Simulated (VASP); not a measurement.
Wanted: the native input for a VASP 6.6.1 run.

| Property | Result |
| --- | --- |
| Task | single point |
| Functional | PBEsol |
| Potentials or basis | VASP PAW PBE potentials, release 64 (Ga_d, H, N, F) |
| Cutoff | 520 eV |
| k mesh | 2 × 2 × 2 |
| Occupations | fermi-dirac, width 0.05 eV |
| Spin | no spin polarisation |
| Dipole correction | no |
| Further INCAR settings | LREAL = Auto; ALGO = Fast; EDIFF = 1e-06; NBANDS = 76 |

The structure of Ga2H13N4F8 (a cell with a defect) lies in POSCAR:

```
Ga2H13N4F8
1.0
    5.3580880000     -3.4262370000      0.0000000000
    5.3580880000      3.4262370000      0.0000000000
   -3.6942100000      0.0000000000      6.6150590000
Ga H N F
2 13 4 8
Direct
    0.0088314657     -0.0015881288      0.0005442128
    0.0098952502      0.0008766097      0.5089901692
    0.1734468856      0.2779346954      0.9576180651
    0.3758754885      0.5455660265      0.7664330734
    0.1654435705      0.3870569615      0.6148395653
    0.4659411655      0.2175345316      0.7184818760
    0.6237184628      0.8377141671      0.8619121916
    0.8864924999      0.6090452596      0.8389947845
    0.3792653338      0.3375577695      0.5273120013
    0.4131489896      0.1257199531      0.1440652306
    0.1576954946      0.3803596010      0.1785622774
    0.5394046209      0.8054691109      0.4053780926
    0.8101003853      0.5908802905      0.3598002678
    0.5507783223      0.4934559596      0.3220984121
    0.8541316187      0.7357802028      0.0653962421
    0.8016622332      0.7787508000      0.9335668813
    0.3485483077      0.3732109332      0.6654060077
    0.6284543347      0.6165754133      0.3436401701
    0.2184814336      0.2258364414      0.0842925210
    0.2683402533      0.7231540913     -0.0189718640
    0.7318772639      0.2762462027      0.0146483954
    0.0630263288      0.0935262621      0.2920306531
    0.3372509293      0.9297084855      0.6275983328
    0.9413630952      0.3457825793      0.6730098704
    0.0476503608      0.6809398851      0.3467996279
    0.6654547551      0.0707206489      0.3814327280
    0.9250224989      0.9601047189      0.6888827447
```

These files were run (other wordings do the same):

INCAR

```
PREC = Accurate
ENCUT = 520
EDIFF = 1E-6
ISMEAR = -1
SIGMA = 0.05
LREAL = Auto
LASPH = True
NELM = 60
ALGO = Fast
ISIF = 2
LWAVE = False
LCHARG = False
GGA = PS
NBANDS = 76
```

KPOINTS

```
regular mesh
0
Gamma
  2 2 2
```

Potentials or basis: VASP PAW PBE potentials, release 64 (Ga_d, H, N, F).

Command:

```bash
$ cat potpaw_PBE.64/Ga_d/POTCAR potpaw_PBE.64/H/POTCAR potpaw_PBE.64/N/POTCAR potpaw_PBE.64/F/POTCAR > POTCAR
$ mpirun -np 1 vasp_std > vasp.out
```

It gave:

The pressure is -2.9 GPa and the largest force is 3.943 eV/Å. The band gap on the k mesh is none (metal or under the smearing width).

Caveat: the k mesh is coarse (spacing up to 0.57 Å⁻¹), so the values aren't converged; the PAW data sets were made with another functional, which shifts forces and pressure a little; an odd number of electrons without spin polarisation forces a metal; a magnetic or distorted state may lie lower.

Run time: 4.1 min on 1 thread of Intel(R) Xeon(R) Platinum 8488C (Sapphire Rapids) (shared host), peak memory 0.39 GiB.
